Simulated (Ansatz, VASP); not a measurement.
# NaF (Villiaumite): VASP beside Ansatz, part 2 of 2

One calculation is typed for both programs; each brings its own data sets. How far apart do they land? The cell is taken from a series of runs on this material, whose earlier steps may have relaxed, scaled, displaced or heated it; both programs get it as it stands.

VASP 6.6.1 and Ansatz 0.2.0.

So far: The starting structure; VASP: dielectric response, PBE.

## Step 3: Ansatz: dielectric response, PBE

Level of this step: Ansatz beside VASP: Kohn-Sham DFT, plane waves, PBE (Ansatz).

Ansatz runs on its default PAW (the set named soft_2) files.

The same cell, functional and mesh now go to Ansatz, which takes its cutoff from its data sets.

input.yaml reads:

```yaml
crystal:
  lattice:
    - [0.0, 2.32, 2.32]
    - [2.32, 0.0, 2.32]
    - [2.32, 2.32, 0.0]
  atoms:
    - { symbol: Na, position: [0.0, 0.0, 0.0] }
    - { symbol: F, position: [0.5, 0.5, 0.5] }
kpoints:
  mp_grid: { grid: [8, 8, 8] }
scf:
  occupations: { method: fixed }
hamiltonian:
  xc: pbe
  pseudopotentials: { kind: paw }
dielectric: {}
```

Command:

```console
$ ansatz run input.yaml --threads 4 --pin off --max-ram 8192MiB --backend cpu --events-out ev --progress --plain --runs-dir out
```

Numbers of over 12 decimals in the logs are rounded to 6 here.

The log of the run:

```text
Engine: ansatz 0.2.0, aarch64-unknown-linux-gnu
Pseudopotentials: kind: paw
Pseudopotential: Na, paw, valence charge 9, recommended cutoff 420 eV (normal), Na.paw.azcp
Pseudopotential: F, paw, valence charge 7, recommended cutoff 420 eV (normal), F.paw.azcp
Functional definition: PBE
  parameter kappa = 0.804
  parameter beta = 0.066725
  exchange = pbe_x(kappa = kappa, mu = beta*pi^2/3)
  correlation = pbe_c(beta = beta)
Crystal: 2 atoms, lattice volume = 24.974 Å³
Basis set: ecut = 420 eV, 531 PW (Γ), exchange–correlation on 48×48×48 points (8 copies of the dense FFT grid, shifted against one another)
Bands: 12, of which v1, the nominal top of the filled ones, is band 8 counted from 1 (7 counted from 0)
Symmetry: 48 space group operations
k-points: 59 of 512 (irreducible under 8 space group operations, time reversal used)
Non-local potential: Na, projectors of the file, l = 0: 3, l = 1: 2, l = 2: 1
Non-local potential: F, projectors of the file, l = 0: 2, l = 1: 2, l = 2: 1
PAW form: soft (Blöchl's): semilocal exchange-correlation on the pseudo side does not see the compensation charge
PAW one-centre angular grid: Na, 110 points (default); XC on 64 Gauss nodes
PAW one-centre angular grid: F, 110 points (default); XC on 64 Gauss nodes
Initial density: superposition of atomic densities (neutral atoms: chi_scale 0, normalization atom), corrected by the library's trained network
Initial wavefunctions: pseudopotential atomic-orbital guess
Functional: x = pbe(κ = 0.804, μ = 0.219515), c = pbe(β = 0.066725)
SCF iter   1: F=—  HF=-2297.425503 eV  |F-HF|=—  |Δ(HF+E_count)|=         —  Δρ=7.49e-4  dr2=9.26e-5  ethr=1.77e-3  ⟨swp⟩=4.7  Hψ=3453  notcnv=0  defer=109
preconditioner: auto → none  [insulator: Δε(μ)=6.290 eV  Ē_g=26.381 eV  n_scr=8 (ndim 8)  ℏωp=27.8 eV  f_vac=0.108  ε∞_Penn≈2.1]
SCF iter   2: F=—  HF=-2297.425205 eV  |F-HF|=—  |Δ(HF+E_count)|=   2.98e-4  Δρ=1.03e-3  dr2=1.47e-4  ethr=5.79e-7  ⟨swp⟩=2.3  Hψ=1809  notcnv=0  defer=116
SCF iter   3: F=—  HF=-2297.425178 eV  |F-HF|=—  |Δ(HF+E_count)|=   2.68e-5  Δρ=3.38e-4  dr2=1.33e-5  ethr=5.79e-7  ⟨swp⟩=2.0  Hψ=887  notcnv=0  defer=106
SCF iter   4: F=—  HF=-2297.425192 eV  |F-HF|=—  |Δ(HF+E_count)|=   1.43e-5  Δρ=4.03e-5  dr2=1.34e-7  ethr=8.29e-8  ⟨swp⟩=2.3  Hψ=966  notcnv=0  defer=65
SCF iter   5: F=—  HF=-2297.425195 eV  |F-HF|=—  |Δ(HF+E_count)|=   2.92e-6  Δρ=4.25e-5  dr2=3.07e-7  ethr=8.38e-10  ⟨swp⟩=2.0  Hψ=1136  notcnv=0
SCF iter   6: F=—  HF=-2297.425195 eV  |F-HF|=—  |Δ(HF+E_count)|=   8.17e-8  Δρ=1.46e-5  dr2=3.68e-8  ethr=8.38e-10  ⟨swp⟩=2.0  Hψ=886  notcnv=0
SCF iter   7: F=—  HF=-2297.425195 eV  |F-HF|=—  |Δ(HF+E_count)|=   1.08e-8  Δρ=3.37e-6  dr2=1.99e-9  ethr=2.30e-10  ⟨swp⟩=2.1  Hψ=855  notcnv=0
SCF iter   8: F=—  HF=-2297.425195 eV  |F-HF|=—  |Δ(HF+E_count)|=  6.35e-10  Δρ=7.66e-7  dr2=1.02e-10  ethr=1.24e-11  ⟨swp⟩=2.2  Hψ=899  notcnv=0
SCF iter   9: F=-2297.425195 eV  HF=-2297.425195 eV  |F-HF|=6.82e-12  |Δ(HF+E_count)|=  3.87e-11  Δρ=2.07e-7  dr2=7.49e-12  ethr=1.00e-12  ⟨swp⟩=3.8  Hψ=2327  notcnv=0
SCF 1 converged in 9 iterations: F = -2297.425195 eV  dr2 = 7.49e-12
  greatest PAW one-centre occupation: 0.999 electrons in one spin orbital (limit 2), on the Na atom at site 0 (counted from 0), in its partial waves of l = 0
DFPT response loops at Γ: preconditioner auto → none (the input reference at scf.mixing.eps_inf says where Resta's filter doesn't serve); β = 0.50; Broyden in place of MSR1
SCF converged after 9 iterations
Free energy (F): -2297.425195 eV
Harris-Foulkes:  -2297.425195 eV  (|F-HF|=6.82e-12)
Internal energy: -2297.425195 eV  (E = F + TS)
E sigma→0 (E₀):  -2297.425195 eV
Fermi energy:    0.991002 eV
--- Per-component energies (eV) ---
  E_band       = -233.987038
  E_kinetic    = 329.229111
  E_local      = -1695.160060  (includes V_loc(G=0)·N_el)
  E_nonlocal   = 188.692365
  E_hartree    = 601.559312
  E_xc         = -120.200466
  E_vxc        = -154.184351  (∫ρ·V_xc dr)
  E_paw        = -463.636569  (= ΣΔE_a)
  E_vpaw       = -105.684654  (= ΣTr[D̂ρ^β])
  E_aug_tail   = 0.002013  (compensation charges beyond the density's cutoff)
  E_ewald      = -1137.910901
  E_smearing   = -0.000000  (= −TS)
  E_closure    = 0.000000  (closes the sum)
  Σ components = -2297.425195   (vs F -2297.425195, Δ=0.00e0)
--- Band table (eV; the first three rows and the last of 59) ---
  k-point 0: bands = [... 4 lower, -17.9649, 0.9910, 0.9910, 0.9910, 7.2857, 19.9515, 19.9515, 19.9515]
  k-point 1: bands = [... 4 lower, -17.7350, 0.6993, 0.9539, 0.9539, 7.8290, 18.2205, 20.1871, 20.1871]
  k-point 2: bands = [... 4 lower, -17.4601, 0.1047, 0.8649, 0.8649, 9.1431, 16.1291, 20.7038, 20.7038]
  k-point 58: bands = [... 4 lower, -17.4931, 0.1254, 0.1254, 0.4258, 14.1920, 14.1920, 16.1700, 17.8235]
--- Dielectric response (ions clamped): 1 representative field direction + reference, on 59 of 512 k-points (Σ response iterations 7) ---
  k mesh reduced under 8 symmetry operations, with k and −k counted as one. Each operation leaves every solved perturbation unchanged. A smaller set is not considered because the run solves the response to a homogeneous field
  ε∞ (high-frequency dielectric tensor):
        1.871991    -0.000000     0.000000
        0.000000     1.871991    -0.000000
        0.000000     0.000000     1.871991
  Born effective charges Z* (e; rows j = field, columns β = displacement):
    site 0:
         1.01298    0.00000   -0.00000
        -0.00000    1.01298   -0.00000
        -0.00000   -0.00000    1.01298
    site 1:
        -1.01298   -0.00000    0.00000
         0.00000   -1.01298    0.00000
         0.00000    0.00000   -1.01298
  Z* charge neutrality: 3.466e-7 e pre-enforcement
  k-mesh period / interband length: 26.2 Å / 0.87 Å = 30.34 at k = (0.0000, 0.0000, 0.0000), direct gap 6.295 eV — 14 or more, which is no proof of convergence
```

## Step 4: Side by side

Known differences besides the potentials themselves: fixed occupations in Ansatz, narrow Gaussian smearing in VASP; the data sets hold 16 valence electrons in Ansatz (on its default PAW (the set named soft_2) files) and 14 in VASP; the cutoff is 420 eV in Ansatz and 520 eV in VASP. Total energies have different zeros and are not compared.

Compared:

```tsv
quantity	Ansatz	VASP	difference
ε∞ xx	1.87	1.86	+0.65 %
ε∞ yy	1.87	1.86	+0.65 %
ε∞ zz	1.87	1.86	+0.65 %
```

## Step 5: What came out

```
difference in ε∞ xx (dielectric response, PBE) : 0.65 %
```

In words: The difference in ε∞ xx is 0.65 % (dielectric response, PBE), within the 5 % picked in this series as the mark of a large difference. The data sets hold unlike numbers of valence electrons (16 in Ansatz and 14 in VASP), so part of the differences comes from the potentials. How closely two codes agree says nothing of how well the functional describes the real material.

[Lines on the potential files, build, host, timing and source positions are cut from VASP's logs without a mark.]

[Logs are printed without paths, hosts, clocks, repeated set-up lines and the standing remarks that a program may print on its own settings, such as how far it seeks lower states.]

[Hosts, paths, dates, database ids (printed as entryN), source tags and the programs' standing remarks are cut or masked in the printed files.]
